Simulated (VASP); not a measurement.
Data:

```
Zr
1.0
    1.60547    -2.78076     0.00000
    1.60547     2.78076     0.00000
    0.00000     0.00000     5.16099
Zr
2
Direct
  0.33333   0.66667   0.25000
  0.66667   0.33333   0.75000
```

Computed with PBE GGA with D4 dispersion, VASP's PBE PAW potentials (set 64) (plane waves; VASP). Settings: 520 eV cut-off, Gaussian smearing of 0.050 eV, potentials Zr_sv.

Give the energies of bands 9 to 15 at the high-symmetry points, in eV from the Fermi level.

```tsv
band	Γ	M	K	A	L	H
9	-5.71	-2.63	-2.15	-4.01	-2.93	-1.49
10	-3.09	-2.55	-1.36	-4.01	-2.93	-1.49
11	0.85	-2.22	-1.36	-0.03	-1.13	-1.31
12	0.85	-0.19	-1.15	-0.03	-1.13	-1.31
13	0.91	0.56	0.22	0.77	1.64	-0.05
14	1.10	0.71	0.22	0.77	1.64	-0.05
15	1.53	1.41	1.76	0.77	2.23	2.00
```

It has no gap at this level: it comes out as a metal or semimetal.

The compound is Zr in the hcp structure. It was relaxed first.
